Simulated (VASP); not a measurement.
Runs of VASP 6.6.1 on MgPb2N2. All rows change the cell; the cell of one of them follows. The structure is trigonal, space group P-3m1 (No. 164). The conventional cell has a = 3.493 Å, b = 3.493 Å, c = 8.958 Å, α = 90.00°, β = 90.00°, γ = 120.00°. Mg (site symmetry -3m) has 6 N at 2.37 Å as nearest neighbours. Pb (site symmetry 3m) is surrounded by 3 N at 2.42 Å. N (site symmetry 3m) is surrounded by 3 Mg at 2.37 Å and 3 Pb at 2.42 Å. The cell comes from a database or a generator and needn't be the stable form of this composition.

| cell | gap on the mesh (eV) | pressure (GPa) | largest force (eV/Å) |
| --- | --- | --- | --- |
| strain +0.030 along x and y, -0.030 along z, atoms carried along | (b) | -8.3 | 0.29 |
| strain +0.000 along x and y, -0.030 along z, atoms carried along | (c) | -4.1 | 0.04 |
| strain -0.030 along x and y, +0.000 along z, atoms carried along | (d) | -1.2 | 0.22 |
| strain +0.030 along x and y, +0.000 along z, atoms carried along | (a) | -10.0 | 0.80 |

Alike in all rows: task single point; level LDA; potentials or basis VASP PAW LDA potentials, release 64 (Mg, Pb_d, N); no spin polarisation; k mesh 9 × 9 × 4; cutoff (eV) 520; smearing gaussian 0.05 eV.

Problem. Fill in the values left out.

Solution. (a) 0.17; (b) 0.02; (c) 0.46; (d) 0.87.

Caveats: spin-orbit coupling is left out, which as a rule narrows the gap of such compounds by several tenths of an eV; an odd mesh through Γ misses points on the zone boundary, where band edges often lie.

A k mesh can miss the band edges, and the runs leave out spin-orbit coupling on Pb.
